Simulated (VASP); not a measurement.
Output of a VASP run:

File OUTCAR:
```
 ion  position               nearest neighbor table
   1  0.000  0.000  0.000-
  LATTYP: Found a face centered cubic cell.
 ALAT       =     5.5305246702
 Subroutine PRICEL returns:
 Original cell was already a primitive cell.
 Subroutine GETGRP returns: Found 48 space group operations
The static configuration has the point symmetry O_h .
The dynamic configuration has the point symmetry O_h .
 Subroutine INISYM returns: Found 48 space group operations
 Subroutine IBZKPT returns following result:
 Found     72 irreducible k-points:

 Following reciprocal coordinates:
            Coordinates               Weight
  0.000000  0.000000  0.000000      1.000000
  0.083333  0.000000  0.000000      8.000000
  0.166667  0.000000  0.000000      8.000000
  0.250000  0.000000  0.000000      8.000000
  0.333333  0.000000  0.000000      8.000000
  0.416667  0.000000  0.000000      8.000000
  0.500000  0.000000  0.000000      4.000000
  0.083333  0.083333  0.000000      6.000000
  0.166667  0.083333  0.000000     24.000000
  0.250000  0.083333  0.000000     24.000000
  0.333333  0.083333  0.000000     24.000000
  0.416667  0.083333  0.000000     24.000000
  0.500000  0.083333  0.000000     24.000000
 -0.416667  0.083333  0.000000     24.000000
 -0.333333  0.083333  0.000000     24.000000
 -0.250000  0.083333  0.000000     24.000000
 -0.166667  0.083333  0.000000     24.000000
 -0.083333  0.083333  0.000000     12.000000
  0.166667  0.166667  0.000000      6.000000
  0.250000  0.166667  0.000000     24.000000
  0.333333  0.166667  0.000000     24.000000
  0.416667  0.166667  0.000000     24.000000
  0.500000  0.166667  0.000000     24.000000
 -0.416667  0.166667  0.000000     24.000000
 -0.333333  0.166667  0.000000     24.000000
 -0.250000  0.166667  0.000000     24.000000
 -0.166667  0.166667  0.000000     12.000000
  0.250000  0.250000  0.000000      6.000000
  0.333333  0.250000  0.000000     24.000000
  0.416667  0.250000  0.000000     24.000000
  0.500000  0.250000  0.000000     24.000000
 -0.416667  0.250000  0.000000     24.000000
 -0.333333  0.250000  0.000000     24.000000
 -0.250000  0.250000  0.000000     12.000000
  0.333333  0.333333  0.000000      6.000000
  0.416667  0.333333  0.000000     24.000000
  0.500000  0.333333  0.000000     24.000000
 -0.416667  0.333333  0.000000     24.000000
 -0.333333  0.333333  0.000000     12.000000
  0.416667  0.416667  0.000000      6.000000
   k-points           NKPTS =     72   k-points in BZ     NKDIM =     72   number of bands    NBANDS=      9
   number of dos      NEDOS =    301   number of ions     NIONS =      1
   total plane-waves  NPLWV =  27000
   dimension x,y,z NGX =    30 NGY =   30 NGZ =   30
   dimension x,y,z NGXF=    60 NGYF=   60 NGZF=   60
   ions per type =               1
   PREC   = accura    normal or accurate (medium, high low for compatibility)
   ISTART =      0    job   : 0-new  1-cont  2-samecut
   ICHARG =      2    charge: 1-file 2-atom 10-const
   ISPIN  =      1    spin polarized calculation?
   LNONCOLLINEAR =      F non collinear calculations
   LSORBIT =      F    spin-orbit coupling
   INIWAV =      1    electr: 0-lowe 1-rand  2-diag
   ENCUT  =  520.0 eV  38.22 Ry    6.18 a.u.   7.27  7.27  7.27*2*pi/ulx,y,z
   NELM   =    100;   NELMIN=  2; NELMDL= -5     # of ELM steps
   EDIFF  = 0.1E-06   stopping-criterion for ELM
   LREAL  =      F    real-space projection
   NLSPLINE    = F    spline interpolate recip. space projectors
   LMAXMIX     =    2 max onsite mixed and CHGCAR
   VOSKOWN=      0    Vosko Wilk Nusair interpolation
   EDIFFG = 0.1E-05   stopping-criterion for IOM
   NSW    =      0    number of steps for IOM
   NBLOCK =      1;   KBLOCK =      1    inner block; outer block
   IBRION =     -1    ionic relax: 0-MD 1-quasi-New 2-CG
   NFREE  =      0    steps in history (QN), initial steepest desc. (CG)
...
```

OSZICAR:
```
       N       E                     dE             d eps       ncg     rms          rms(c)
DAV:   1     0.655248657465E+02    0.65525E+02   -0.50549E+03  1296   0.995E+02
DAV:   2     0.167295213069E+01   -0.63852E+02   -0.63615E+02  1353   0.228E+02
DAV:   3     0.445058811147E+00   -0.12279E+01   -0.12155E+01  2064   0.337E+01
DAV:   4     0.410193786993E+00   -0.34865E-01   -0.34855E-01  1854   0.441E+00
DAV:   5     0.409561999523E+00   -0.63179E-03   -0.63149E-03  2165   0.378E-01    0.223E+00
DAV:   6     0.411041087596E+00    0.14791E-02   -0.11381E-02  1684   0.133E+00    0.137E+00
DAV:   7     0.409101283305E+00   -0.19398E-02   -0.20220E-02  1450   0.187E+00    0.981E-02
DAV:   8     0.409350659370E+00    0.24938E-03   -0.16748E-03  1555   0.433E-01    0.269E-02
DAV:   9     0.409306061672E+00   -0.44598E-04   -0.14755E-04  2002   0.107E-01    0.140E-02
DAV:  10     0.409308176021E+00    0.21143E-05   -0.19378E-05  1756   0.479E-02    0.160E-03
DAV:  11     0.409308034573E+00   -0.14145E-06   -0.76426E-07  1987   0.691E-03    0.236E-03
DAV:  12     0.409308353992E+00    0.31942E-06   -0.53391E-08  1176   0.319E-03    0.128E-04
DAV:  13     0.409308349161E+00   -0.48310E-08   -0.46165E-09   843   0.828E-04
   1 F= 0.40930835E+00 E0= 0.40955714E+00  d E =-.746385E-03
```

### OUTCAR
```
------------------------ aborting loop because EDIFF is reached ----------------------------------------
  FORCE on cell =-STRESS in cart. coord.  units (eV):
  Direction    XX          YY          ZZ          XY          YZ          ZX
  --------------------------------------------------------------------------------------
  Total       -0.1354869     -0.1354869     -0.1354869      0.0000000      0.0000000      0.0000000
  in kB       -5.1329704     -5.1329704     -5.1329704      0.0000000      0.0000000      0.0000000
  external PRESSURE =      -5.1329704 kB  Pullay stress =       0.0000000 kB
  volume of cell :       42.29
      direct lattice vectors                 reciprocal lattice vectors
     0.000000000  2.765262335  2.765262335    -0.180814671  0.180814671  0.180814671
     2.765262335  0.000000000  2.765262335     0.180814671 -0.180814671  0.180814671
     2.765262335  2.765262335  0.000000000     0.180814671  0.180814671 -0.180814671
 POSITION                                       TOTAL-FORCE (eV/Angst)
 -----------------------------------------------------------------------------------
      0.00000      0.00000      0.00000         0.000000      0.000000      0.000000
 -----------------------------------------------------------------------------------
    total drift:                               -0.000000     -0.000000     -0.000000
  FREE ENERGIE OF THE ION-ELECTRON SYSTEM (eV)
  ---------------------------------------------------
  free  energy   TOTEN  =         0.4093083492 eV

  energy  without entropy=        0.4100547344  energy(sigma->0) =        0.40955714
```
(Selected blocks of OUTCAR.)

### POSCAR
```
Ca
1
    0.0000000000     2.7652623351     2.7652623351
    2.7652623351     0.0000000000     2.7652623351
    2.7652623351     2.7652623351     0.0000000000
Ca
1
Direct
  0.0000000000   0.0000000000   0.0000000000
```

Write an INCAR and KPOINTS that could have produced this output.

Several could match; the one computed here: the input of the run itself, vdW-DF-cx, plane waves, VASP's PBE PAW potentials (set 64).

File KPOINTS:
```
K-points
0
G
  12 12 12
0 0 0
```

### INCAR
```
# general
SYSTEM    =  Ca
PREC      =  Accurate
ENCUT     =  520   # plane-wave cut-off (eV)
LREAL     =  .FALSE.   # projection in real space or not
LASPH     =  .TRUE.   # aspherical one-centre terms

# electronic loop
EDIFF     =  1E-7
NELM      =  100
ALGO      =  Normal   # blocked Davidson

# smearing
ISMEAR    =  1   # Methfessel-Paxton
SIGMA     =  0.1

# functional
GGA       =  CX
LUSE_VDW  =  .TRUE.
AGGAC     =  0.0

# ions
ISIF      =  2

# output
LWAVE     =  .FALSE.
LCHARG    =  .FALSE.
```

POTCAR, in this order: Ca_sv (PBE.64 set). Program: vasp_std.

The compound is Ca in the fcc structure. This cell is one point of a volume scan, at 1.03 of the reference volume.
